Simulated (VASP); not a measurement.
# TiC: energy against strain

TiC (rock salt, Fm-3m, 9.692 Å³/atom and stress up to 0.08 GPa in the relaxed cell, cube axes along x, y and z) under a strain ε along a cube axis (axis z), the other axes held. LDA in VASP (plane waves, PAW), 600 eV, 18×18×18 Γ-centred mesh, Methfessel-Paxton smearing 0.10 eV; ions are relaxed, or left where forces stay under 0.02 eV/Å, within the symmetry of each cell.

Here s stands for strain and y for E less E0.

```
strain (%)  E less E0 (meV/atom)
----------  --------------------
-1.50                       4.37
-1.00                       1.94
-0.50                       0.50
0.00                        0.00
0.50                        0.40
1.00                        1.64
1.50                        3.68
3.00                           ?
```

Fit y of the 7 rows that show it with a parabola. Least squares gives y = 0.002 - 0.1979·s + 1.7881·s². Residuals (row less fit): 0.048, -0.048, -0.048, -0.002, 0.050, 0.048, -0.048; standard error 0.059 (degrees of freedom: 4). Twice the quadratic coefficient over the volume, 2 × 1.7881 meV × 10⁴ × 0.1602 / 9.692 Å³, is the elastic constant C11 = about 590 GPa.

Problem. What does the fit predict for y at s = 3.00, and how far is the calculated value from it?

Solution. y = 0.002 - 0.1979 × 3.0 + 1.7881 × 3.0² = 15.501 meV/atom. The calculation gives 14.11 meV/atom, 1.391 meV/atom below the prediction (9.9 % of the range of y in the table). The row lies outside the fitted rows, so this is an extrapolation. From the scatter of the fitted rows alone, a prediction at this place has a standard error of 0.226 meV/atom, so the miss is 6.2 times that.

A polynomial of degree 3 through the 12 other runs of the series gives 14.09 there, so most of the miss is curvature that the fit leaves out. In a metal these values are sensitive to mesh and smearing; energies are taken to zero smearing, stresses follow the free energy. The runs aren't spin-polarised. Rows are the converged runs of the series near zero and its far end; series whose fitted rows scatter by over a few per cent of the range, as at a crossing or softening among them, aren't shown in this form, nor equations of state whose B0' disagrees with the runs' pressures. Most that stay on the fit to the last digits aren't either.
